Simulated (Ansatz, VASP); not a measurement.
CuPt6 in VASP and in Ansatz

Contents of INCAR:

```
SYSTEM = CuPt6
ALGO = Fast
EDIFF = 1E-7
EDIFFG = -0.04
ENCUT = 600
GGA = PE
IBRION = 2
ISIF = 3
ISMEAR = 0
LASPH = .TRUE.
LCHARG = .FALSE.
LREAL = .FALSE.
LWAVE = .FALSE.
NELM = 60
NSW = 90
PREC = Accurate
SIGMA = 0.1
```

KPOINTS

```
k-points
0
G
  3 3 6
  0 0 0
```

File POSCAR:

```
CuPt6
1.0
    7.1946324891      0.0000000000      0.0000000000
   -3.5973162446      6.2307345065      0.0000000000
    0.0000000000      0.0000000000      2.6184326982
Cu Pt
1 6
Direct
    0.0000000000      0.0000000000      0.5000000000
    0.7905820529      0.2094179471      0.5000000000
    0.7905820529      0.5811641059      0.5000000000
    0.4188358941      0.2094179471      0.5000000000
    0.2094179471      0.7905820529      0.5000000000
    0.2094179471      0.4188358941      0.5000000000
    0.5811641059      0.7905820529      0.5000000000
```

Input for Ansatz:

```yaml
crystal:
  lattice:
    - [7.1946324891, 0.0, 0.0]
    - [-3.5973162446, 6.2307345065, 0.0]
    - [0.0, 0.0, 2.6184326982]
  atoms:
    - { symbol: Cu, position: [0.0, 0.0, 0.5] }
    - { symbol: Pt, position: [0.7905820529, 0.2094179471, 0.5] }
    - { symbol: Pt, position: [0.7905820529, 0.5811641059, 0.5] }
    - { symbol: Pt, position: [0.4188358941, 0.2094179471, 0.5] }
    - { symbol: Pt, position: [0.2094179471, 0.7905820529, 0.5] }
    - { symbol: Pt, position: [0.2094179471, 0.4188358941, 0.5] }
    - { symbol: Pt, position: [0.5811641059, 0.7905820529, 0.5] }
basis:
  ecutwfc: 420
kpoints:
  mp_grid: { grid: [3, 3, 6] }
hamiltonian:
  xc: pbe
scf:
  occupations: { method: gaussian, width: 0.1 }
  lower_state_search: "off"
output:
  forces: true
  stress: true
  eigenvalues: true
relax:
  adjacent_minimum: "off"
  f_tol: 0.04
  max_steps: 70
  cell: { stress_tol: 0.4 }
```

Alike in both runs: task relaxation of cell and atoms; functional PBE; k mesh 3 × 3 × 6; occupations gaussian, width 0.1 eV; no spin polarisation.

|  | VASP | Ansatz |
| --- | --- | --- |
| version | VASP 6.6.1 | Ansatz 0.2.0 |
| potentials or method | VASP PAW PBE potentials, release 64 (Cu, Pt) | scalar-relativistic, plane waves, PAW |
| plane-wave cutoff (eV) | 600 | 420 |
| valence electrons in the cell | 71 | 127 |

VASP gave:

```
gap on the k mesh at the Fermi level, each at its own relaxed structure (eV) : none
relaxed volume (Å³/atom)                                                     : 16.99
relaxed cell length with the largest relative difference (Å)                 : 2.675
energy change over the relaxation (meV/atom)                                 : -10
```

What did Ansatz give for the same quantities?

gap on the k mesh at the Fermi level, each at its own relaxed structure (eV): none; relaxed volume (Å³/atom): 17.02; relaxed cell length with the largest relative difference (Å): 2.678; energy change over the relaxation (meV/atom): -11.

A gap of «none» marks a metal or a gap that the smearing closes. The two sets of potentials don't hold the same shells in valence.

Caveats: the k mesh is coarse (spacing up to 0.40 Å⁻¹), so the values aren't converged. The runs have no spin-orbit coupling, so splittings on Pt are missing.
